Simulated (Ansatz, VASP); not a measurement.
# AlGa3N4 (alloy, x = 0.75, one random ordering in a cell of 16 atoms (invented)) in two plane-wave programs

One calculation is typed for both programs; each brings its own data sets. How far apart do they land? The cell is generated by rule, not measured, and may not be a known phase. The cell is taken from a series of runs on this material, whose earlier steps may have relaxed, scaled, displaced or heated it; both programs get it as it stands.

Program: Ansatz 0.2.0. Level of theory: plane waves, with VASP 6.6.1 beside it; relaxation of cell and atoms at r2SCAN. Results are calculated unless marked as measured.

## 1. The starting structure

It takes space group Amm2 (No. 38, orthorhombic). The conventional cell has a = 3.159 Å, b = 6.317 Å, c = 8.925 Å, α = 90.00°, β = 90.00°, γ = 90.00°. Nearest to Ga lie 4 N at 1.94 to 1.96 Å. Ga has 4 N at 1.94 to 1.95 Å nearest. Nearest to Al lie 4 N at 1.89 to 1.90 Å. Nearest to N lie 2 Al at 1.90 Å and 2 Ga at 1.96 Å. Nearest to N lie 4 Ga at 1.94 Å. Nearest to N lie 1 Al at 1.89 Å and 3 Ga at 1.95 Å. Farther neighbours and most contacts between anions are not listed.

Structure file:

```
Ga Al N
1.0
     3.15876    0.00000    0.00000
     0.00000    3.15866    4.46249
     0.00000   -3.15866    4.46249
Ga Al N
3 1 4
Direct
  0.00000 0.50033 0.99951
  0.00000 0.99951 0.50033
  0.50000 0.50037 0.50037
  0.50000 0.99968 0.99968
  0.00000 0.88036 0.88036
  0.00000 0.37508 0.37508
  0.50000 0.36713 0.87754
  0.50000 0.87754 0.36713
```

## 2. Ansatz: relaxation of cell and atoms, r2SCAN, pair 1

Ansatz runs on its PAW soft_1 files.

The relaxed volume is the usual yardstick between codes: in a stiff, nearly cubic crystal its relative difference is about their pressure difference at one cell divided by the bulk modulus.

The input, input.yaml:

```yaml
crystal:
  lattice:
    - [3.1587548234, 0.0, 0.0]
    - [0.0, 3.1586599099, 4.4624862698]
    - [0.0, -3.1586599099, 4.4624862698]
  atoms:
    - { symbol: Ga, position: [0.0, 0.5003321821, -0.0004939081] }
    - { symbol: Ga, position: [0.0, -0.0004939081, 0.5003321821] }
    - { symbol: Al, position: [0.5, -0.0003211435, -0.0003211435] }
    - { symbol: Ga, position: [0.5, 0.5003652426, 0.5003652426] }
    - { symbol: "N", position: [0.0, 0.8803601222, 0.8803601222] }
    - { symbol: "N", position: [0.0, 0.3750833548, 0.3750833548] }
    - { symbol: "N", position: [0.5, 0.3671325163, 0.8775416336] }
    - { symbol: "N", position: [0.5, 0.8775416336, 0.3671325163] }
kpoints:
  mp_grid: { grid: [6, 4, 4] }
hamiltonian:
  xc: r2scan
  pseudopotentials: { kind: paw, azcp: { folder: soft_1 } }
scf:
  occupations: { method: gaussian, width: 0.02 }
output:
  forces: true
  stress: true
  eigenvalues: true
  write_density: true
  write_potential: true
  elf: true
  volumetric_format: npy
basis:
  ecutwfc: 600.0
relax:
  adjacent_minimum: "off"
  f_tol: 0.005
  max_steps: 80
  cell: { stress_tol: 0.05 }
```

On the command line:

```console
ansatz run input.yaml --threads 4 --pin off --max-ram 10240MiB --backend cpu --events-out ev --progress --plain --runs-dir out
```

Numbers of over 12 decimals in the logs are rounded to 6 here.

What it wrote:

```text
Engine: ansatz 0.2.0, x86_64-unknown-linux-gnu
Pseudopotentials: kind: paw
Pseudopotential: Ga, paw, valence charge 13, recommended cutoff 500 eV (meta_gga), soft_1/Ga.paw.azcp
Pseudopotential: Al, paw, valence charge 3, recommended cutoff 500 eV (meta_gga), soft_1/Al.paw.azcp
Pseudopotential: N, paw, valence charge 5, recommended cutoff 500 eV (meta_gga), soft_1/N.paw.azcp
Functional definition: r2SCAN
  parameter k0 = 0.174
  parameter k1 = 0.065
  parameter a1 = 4.9479
  exchange = r2scan_x(k0 = k0, k1 = k1, a1 = a1)
  correlation = r2scan_c
Crystal: 8 atoms, lattice volume = 89.048 Å³
Basis set: ecut = 600 eV, 2973 PW (Γ), exchange–correlation on 108×180×180 points (64 copies of the dense FFT grid, shifted against one another)
Bands: 39, of which v1, the nominal top of the filled ones, is band 31 counted from 1 (30 counted from 0)
Symmetry: 4 space group operations
Space group: Amm2 (ITA 38), of the structure as read, at distance tolerance 4.5e-5 Å
k-points: 28 of 96 (time reversal used)
Non-local potential: Ga, projectors of the file, l = 0: 2, l = 1: 2, l = 2: 3, l = 3: 1
Non-local potential: Al, projectors of the file, l = 0: 2, l = 1: 2, l = 2: 1
Non-local potential: N, projectors of the file, l = 0: 2, l = 1: 2, l = 2: 1
PAW form: soft (Blöchl's): semilocal exchange-correlation on the pseudo side does not see the compensation charge
PAW frozen core: Ga, regenerated for the run's functional (the file was generated under x = pbe(κ = 0.804, μ = 0.219515), c = pbe(β = 0.066725))
PAW frozen core: Al, regenerated for the run's functional (the file was generated under x = pbe(κ = 0.804, μ = 0.219515), c = pbe(β = 0.066725))
PAW frozen core: N, regenerated for the run's functional (the file was generated under x = pbe(κ = 0.804, μ = 0.219515), c = pbe(β = 0.066725))
PAW one-centre angular grid: Ga, 590 points (default); XC on 160 Gauss nodes
PAW one-centre angular grid: Al, 302 points (default); XC on 160 Gauss nodes
PAW one-centre angular grid: N, 302 points (default); XC on 160 Gauss nodes
Initial density: superposition of atomic densities (chi_scale 0.1, normalization cell, long waves kept (reshape's long-wave potential 0.09 eV rms))
Initial wavefunctions: pseudopotential atomic-orbital guess
Functional: x = r2scan, c = r2scan; τ floored in thin density (d = 2e-4 eV/Å³)
SCF iter   1: F=—  HF=-13459.913439 eV  |F-HF|=—  |Δ(HF+E_count)|=         —  Δρ=1.22e-1  dr2=1.15e1  dr2_τ=1.32e0  ethr=3.10e-3  ⟨swp⟩=6.3  Hψ=4082  notcnv=0
preconditioner: auto → Resta (q_TF=auto, 2.569 Å⁻¹)  ε∞=4.0  [insulator: Δε(μ)=3.330 eV  Ē_g=17.757 eV  σ=0.020 eV  W_gap=1.00  n_scr=30 (ndim 8)  ℏωp=31.0 eV  f_vac=0.000  D(μ)=0.00/eV (n_scr^D=0)  ε∞_Penn≈4.0]
SCF iter   2: F=—  HF=-13457.384765 eV  |F-HF|=—  |Δ(HF+E_count)|=    2.53e0  Δρ=5.21e-2  dr2=1.43e0  dr2_τ=1.85e-1  ethr=3.10e-3  ⟨swp⟩=3.0  Hψ=2453  notcnv=0  defer=87
SCF iter   3: F=—  HF=-13457.557005 eV  |F-HF|=—  |Δ(HF+E_count)|=   1.72e-1  Δρ=1.94e-2  dr2=2.54e-1  dr2_τ=1.65e-2  ethr=2.30e-3  ⟨swp⟩=2.0  Hψ=1142  notcnv=0  defer=87
SCF iter   4: F=—  HF=-13457.550699 eV  |F-HF|=—  |Δ(HF+E_count)|=   6.31e-3  Δρ=3.75e-3  dr2=7.15e-3  dr2_τ=5.88e-4  ethr=4.09e-4  ⟨swp⟩=2.6  Hψ=1771  notcnv=0  defer=87
SCF iter   5: F=—  HF=-13457.556825 eV  |F-HF|=—  |Δ(HF+E_count)|=   6.13e-3  Δρ=2.15e-3  dr2=2.85e-3  dr2_τ=1.43e-4  ethr=1.15e-5  ⟨swp⟩=2.0  Hψ=2002  notcnv=0  defer=87
SCF iter   6: F=—  HF=-13457.554377 eV  |F-HF|=—  |Δ(HF+E_count)|=   2.45e-3  Δρ=4.65e-4  dr2=2.33e-4  dr2_τ=1.14e-5  ethr=4.59e-6  ⟨swp⟩=2.0  Hψ=2003  notcnv=0  defer=87
SCF iter   7: F=—  HF=-13457.554382 eV  |F-HF|=—  |Δ(HF+E_count)|=   5.43e-6  Δρ=1.26e-4  dr2=1.35e-5  dr2_τ=1.23e-6  ethr=3.76e-7  ⟨swp⟩=2.0  Hψ=1818  notcnv=0  defer=87
SCF iter   8: F=—  HF=-13457.554385 eV  |F-HF|=—  |Δ(HF+E_count)|=   3.12e-6  Δρ=5.82e-5  dr2=2.86e-6  dr2_τ=3.43e-7  ethr=2.18e-8  ⟨swp⟩=2.0  Hψ=1904  notcnv=0  defer=87
SCF iter   9: F=—  HF=-13457.554385 eV  |F-HF|=—  |Δ(HF+E_count)|=   3.91e-7  Δρ=1.63e-5  dr2=2.65e-7  dr2_τ=1.90e-8  ethr=4.61e-9  ⟨swp⟩=2.0  Hψ=1871  notcnv=0  defer=87
SCF iter  10: F=-13457.554385 eV  HF=-13457.554385 eV  |F-HF|=1.98e-8  |Δ(HF+E_count)|=   3.41e-9  Δρ=6.65e-6  dr2=3.80e-8  dr2_τ=1.20e-9  ethr=1.61e-10  ⟨swp⟩=15.1  Hψ=7668  notcnv=0
SCF 1 converged in 10 iterations: F = -13457.554385 eV  dr2 = 3.80e-8
  greatest PAW one-centre occupation: 0.994 electrons in one spin orbital (limit 2), on the Ga atom at site 1 (counted from 0), in its partial waves of l = 2
relax step   1: F+E_penalty+E_count = -13457.55438479 eV  Δ(F+E_penalty+E_count) = +0.000e0 eV  max|allowed force component| = 1.270e-2 eV/Å  Δτ_max = 0.0000 Å  P = +0.032 GPa  Ω = 89.048 Å³  (10 SCF iters, dr2 threshold 1.00e-7 eV, accepted)
[...]
relax step   2: F+E_penalty+E_count = -13457.55439261 eV  Δ(F+E_penalty+E_count) = -7.821e-6 eV  max|allowed force component| = 5.947e-3 eV/Å  Δτ_max = 0.0003 Å  P = +0.014 GPa  Ω = 89.057 Å³  energy of the carried Pulay correction = -2.079e-6 eV  (5 SCF iters, dr2 threshold 1.01e-8 eV, accepted)
[...]
relax step   3: F+E_penalty+E_count = -13457.55439318 eV  Δ(F+E_penalty+E_count) = -5.634e-7 eV  max|allowed force component| = 2.906e-3 eV/Å  Δτ_max = 0.0002 Å  P = -0.001 GPa  Ω = 89.063 Å³  energy of the carried Pulay correction = -3.668e-6 eV  (5 SCF iters, dr2 threshold 2.21e-9 eV, accepted)
[...]
relax step   4: F+E_penalty+E_count = -13457.55439710 eV  Δ(F+E_penalty+E_count) = -3.923e-6 eV  max|allowed force component| = 2.911e-3 eV/Å  Δτ_max = 0.0000 Å  P = -0.001 GPa  Ω = 89.063 Å³  stress off target by 5.21e-3 GPa  SCF on the basis re-selected at this cell (its energy is not comparable with the rows above)  (3 SCF iters)
basis re-selected at this cell: Δ(F+E_penalty+E_count) = -3.923e-6 eV, ΔP = +0.000 GPa vs the last step (what re-selecting the basis moved, of the pressure what is left beyond the Pulay correction that the steps carried, after the strain that the cell walked since its last selection, with what the two solves' SCF thresholds leave and, on support functions, any second-order correction that the steps lacked; it is no m [...]
SCF converged after 3 iterations
Free energy (F): -13457.554397 eV
Harris-Foulkes:  -13457.554397 eV  (|F-HF|=8.17e-10)
Internal energy: -13457.554397 eV  (E = F + TS)
E sigma→0 (E₀):  -13457.554397 eV
Fermi energy:    10.224489 eV
--- Per-component energies (eV) ---
  E_band       = -45.964610
  E_kinetic    = 879.013954
  E_local      = -4981.727454  (includes V_loc(G=0)·N_el)
  E_nonlocal   = -115.049570
  E_hartree    = 3031.356553
  E_xc         = -443.840480
  E_vxc        = -537.958744  (∫ρ·V_xc dr)
  E_paw        = -7029.816504  (= ΣΔE_a)
  E_vpaw       = -1382.167440  (= ΣTr[D̂ρ^β])
  E_aug_tail   = 0.000023  (compensation charges beyond the density's cutoff)
  E_vtau       = 29.211510  (kinetic-family band-sum trace: ∫τ·v_τ [+ j·A + Jᵃ·Aᵃ] dr)
  E_ewald      = -4795.353355
  E_core_change = -2.137563  (= ΣΔE_core)
  E_smearing   = -0.000000  (= −TS)
  E_closure    = -0.000000  (closes the sum)
  Σ components = -13457.554397   (vs F -13457.554397, Δ=0.00e0)
--- Forces (eV/Å), atoms counted from 1 ---
  atom   1  Ga     0.00000000     0.00043528     0.00018874
  atom   2  Ga     0.00000000    -0.00043528     0.00018874
  atom   3  Al     0.00000000     0.00000000     0.00291220
  atom   4  Ga     0.00000000     0.00000000    -0.00007082
  atom   5  N      0.00000000     0.00000000    -0.00188963
  atom   6  N      0.00000000     0.00000000     0.00009719
  atom   7  N     -0.00000000    -0.00076608    -0.00070764
  atom   8  N     -0.00000000     0.00076608    -0.00070764
  max |Σ_I F_I| component: 1.11e-5 eV/Å
--- Stress (GPa, compression-positive) ---
        0.004015       0.000000       0.000000
        0.000000      -0.005206       0.000000
        0.000000       0.000000      -0.001255
  P = ⅓ Tr σ = -0.0008 GPa (-0.008 kbar)
--- Band table (eV; the first three rows and the last of 28) ---
  k-point 0: bands = [... 27 lower, 8.0487, 8.8219, 8.8322, 8.8776, 11.5714, 12.7058, 14.3654, 14.9319, ... 4 higher]
  k-point 1: bands = [... 27 lower, 7.9839, 8.0521, 8.7118, 8.7350, 12.6452, 13.4698, 14.5082, 15.5241, ... 4 higher]
  k-point 2: bands = [... 27 lower, 8.1251, 8.1868, 8.5328, 8.5404, 13.8222, 14.0616, 14.9916, 15.0116, ... 4 higher]
  k-point 27: bands = [... 27 lower, 7.8010, 7.8816, 7.9996, 8.0433, 12.6277, 12.6601, 14.3611, 14.8287, ... 4 higher]
--- Relaxed structure (3 steps of the walk, 3 accepted, 1 SCFs on fresh bases) ---
  F+E_penalty+E_count = -13457.55439710 eV   max|allowed force component| = 2.911e-3 eV/Å   (the final SCF, on the basis selected at the relaxed cell)
  cell:  # Å, volume = 89.0631 Å³
    - [3.158890, 0.0, 0.0]
    - [0.0, 3.158774, 4.462878]
    - [0.0, -3.158774, 4.462878]
  atoms:
    - { symbol: Ga, position: [0, 0.500371, -0.000441151] }
    - { symbol: Ga, position: [0, -0.000441151, 0.500371] }
    - { symbol: Al, position: [0.5, -0.000357328, -0.000357328] }
    - { symbol: Ga, position: [0.5, 0.500342, 0.500342] }
    - { symbol: N, position: [0, 0.880305, 0.880305] }
    - { symbol: N, position: [0, 0.375117, 0.375117] }
    - { symbol: N, position: [0.5, 0.367101, 0.877563] }
    - { symbol: N, position: [0.5, 0.877563, 0.367101] }
```

In the SCF lines HF is the Harris–Foulkes energy and dr2 the Hartree energy of the density residual, in eV; the loop may stop once dr2 is under the threshold and the program's other checks hold. Hψ counts applications of the Hamiltonian.

(Part 1 of 2 ends here.)

[Lines on the potential files, build, host, timing and source positions are cut from VASP's logs without a mark.]

[Logs are printed without paths, hosts, clocks, repeated set-up lines and the standing remarks that a program may print on its own settings, such as how far it seeks lower states.]

[Hosts, paths, dates, database ids (printed as entryN), source tags and the programs' standing remarks are cut or masked in the printed files.]
